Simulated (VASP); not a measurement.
These are PBE GGA, VASP's PBE PAW potentials (set 64) (plane waves; VASP) values and carry that method's errors.

VASP ran on this input.

INCAR:
```
! general
SYSTEM  = AuCl
PREC    = Accurate
ENCUT   = 400   ! plane-wave cut-off (eV)
LREAL   = .False.
LASPH   = .True.   ! aspherical one-centre terms

! electronic loop
EDIFF   = 1E-6
NELM    = 100   ! most electronic steps
ALGO    = Normal   ! blocked Davidson
LMAXMIX = 6

! smearing
ISMEAR  = 0   ! Gaussian
SIGMA   = 0.05

! functional
GGA     = PE   ! PBE

! ions
ISIF    = 2   ! forces and stress, cell fixed

! output
LWAVE   = .False.
LCHARG  = .False.
```

POSCAR:
```
AuCl
1
    2.9899060000    -2.1849810000     0.0000000000
    2.9899060000     2.1849810000     0.0000000000
   -1.0852270000     0.0000000000     6.4573640000
Au Cl
2 2
Direct
  0.0000000000   0.5000000000   0.0000000000
  0.5000000000   0.0000000000   0.5000000000
  0.5816000000   0.4184000000   0.2500000000
  0.4184000000   0.5816000000   0.7500000000
```

**KPOINTS**
```
Automatic mesh
0
Gamma
5 5 3
0 0 0
```

POTCAR, in this order: Au Cl (PBE.64 set). Program: vasp_std.

What does the run give for the energy per atom (σ→0), pressure, largest force?

* **energy per atom (σ→0)**: -2.275 eV/atom
* **pressure**: 107.9 kbar
* **largest force**: 0.293 eV/Å

OSZICAR:
```
...
DAV:   7    -0.910534714424E+01    0.19196E-02   -0.18219E-01  1212   0.261E+00    0.190E+00
DAV:   8    -0.910095359791E+01    0.43935E-02   -0.12217E-02  1270   0.828E-01    0.371E-01
DAV:   9    -0.910092110493E+01    0.32493E-04   -0.25756E-03  1158   0.331E-01    0.923E-02
DAV:  10    -0.910092391907E+01   -0.28141E-05   -0.68018E-05  1206   0.568E-02    0.242E-02
DAV:  11    -0.910093087791E+01   -0.69588E-05   -0.11223E-05  1188   0.218E-02    0.891E-03
DAV:  12    -0.910093206362E+01   -0.11857E-05   -0.18410E-06   732   0.123E-02    0.346E-03
DAV:  13    -0.910093209868E+01   -0.35063E-07   -0.35090E-07   576   0.403E-03
   1 F= -.91009321E+01 E0= -.91004124E+01  d E =-.103947E-02
```

The structure was generated: AuCl was put into the tenorite type (C2/c), which need not be its known phase. The cell was not relaxed at this level.
